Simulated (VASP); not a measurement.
Wanted: the native input for a VASP 6.6.1 run.

```
Task                   : single point
Functional             : PBE
Potentials or basis    : VASP PAW PBE potentials, release 64 (Be, Ag)
Cutoff                 : 520 eV
k mesh                 : 1 × 1 × 1, shifted
Occupations            : fermi-dirac, width 0.0741 eV
Spin                   : no spin polarisation
Dipole correction      : no
Further INCAR settings : LREAL = Auto; ALGO = Normal; EDIFF = 1e-06; NBANDS = 58; ISYM = 0
```

The structure of Be3Ag lies in POSCAR:

```
Be3Ag
1.0
    5.9946500000      0.0085350000     -0.1640780000
    0.0085350000      5.8394660000      0.0032650000
   -0.1640780000      0.0032650000      6.0504030000
Be Ag
15 5
Direct
    0.6413705636      0.6048362593      0.8536386765
    0.6474375164      0.2095637187      0.7178898707
    0.4573235117      0.8241204487      0.5085462859
    0.3937948948      0.6018471720      0.2128215340
    0.6883531859      0.3387938201      0.0584723782
    0.0761960792      0.3140540412      0.2798685829
    0.9801990286      0.4054945305      0.6607893981
    0.3639532378      0.4966869232      0.5743518302
    0.5457139538      0.9768316949     -0.0092309060
    0.9386935732      0.0842261296      0.9465942956
    0.2023089305      0.9712142938      0.1814536040
    0.1702277499      0.1106834463      0.5751561090
    0.7266752262      0.4805567865      0.4210753234
    0.1077953390      0.7122156058      0.4220985709
    0.8705215044      0.1188288748      0.4018146314
    0.3009817018      0.3032598064      0.9331676472
    0.8213695923      0.8572131949      0.6610425585
    0.2616002138      0.7766154424      0.8400525040
    0.9116453283      0.7208272303      0.1252692492
    0.4566496865      0.2080119574      0.3530602851
```

The cell was built by a generator and needn't be a form met in nature.

One way to write it, as run:

INCAR

```
SYSTEM = Be3Ag
PREC     = Accurate       ! precision mode
ENCUT    = 520            ! plane-wave cutoff, eV
EDIFF    = 1E-6           ! SCF threshold, eV
ISMEAR   = -1             ! smearing method
SIGMA    = 0.0741         ! smearing width, eV
LREAL    = Auto         
LASPH    = .TRUE.         ! aspherical terms in the spheres
NELM     = 100            ! most SCF steps
ALGO     = Normal         ! electronic algorithm
ISIF     = 2              ! what is computed and relaxed
LWAVE    = .FALSE.        ! write WAVECAR
LCHARG   = .TRUE.         ! write CHGCAR
GGA      = PE             ! functional
LELF     = .TRUE.         ! ELF
LVHAR    = .TRUE.       
ISYM     = 0            
NBANDS   = 58             ! bands
```

KPOINTS

```
Automatic mesh
0
Gamma
  1 1 1
  0.25 0.25 0.25
```

Potentials or basis: VASP PAW PBE potentials, release 64 (Be, Ag).

The run is started by

```console
$ cat potpaw_PBE.64/Be/POTCAR potpaw_PBE.64/Ag/POTCAR > POTCAR
$ mpirun -np 1 vasp_std > vasp.out
```

It gave:

```yaml
Pressure: 5.7 GPa
Largest_force: 2.110 eV/Å
Band_gap_on_the_k_mesh: none (metal or under the smearing width)
```

Run time: 40 s on 1 thread of Intel(R) Xeon(R) Platinum 8488C (Sapphire Rapids), with other jobs on the host, peak memory 0.31 GiB.
